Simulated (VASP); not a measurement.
Given:

```
FeNi3
1.0
    3.48418     0.00000     0.00000
    0.00000     3.48418     0.00000
    0.00000     0.00000     3.48418
Fe Ni
1 3
Direct
  0.00000   0.00000   0.00000
  0.00000   0.50000   0.50000
  0.50000   0.00000   0.50000
  0.50000   0.50000   0.00000
```
Starting moments (μB, in the order of the record's atoms Fe Ni Ni Ni): 2.8 0.6 0.6 0.6.

Computed with PBEsol GGA, VASP's PBE PAW potentials (set 64) (plane waves; VASP 6.6.1). Run with 400 eV cut-off, Gaussian smearing of 0.050 eV, potentials Fe Ni.

Question: Estimate the cell moment, band gap (along the path) with the smallest direct gap where there is one.

Answer: 
```yaml
band gap (along the path): none (metal, semimetal or under 0.01 eV)
cell_moment: 4.62 μB
```

Total energies compare only between runs with the same potentials, cut-off and functional.

The compound is Ni3Fe in the L1_2 structure. It was relaxed first, which changed the volume by -5 %.
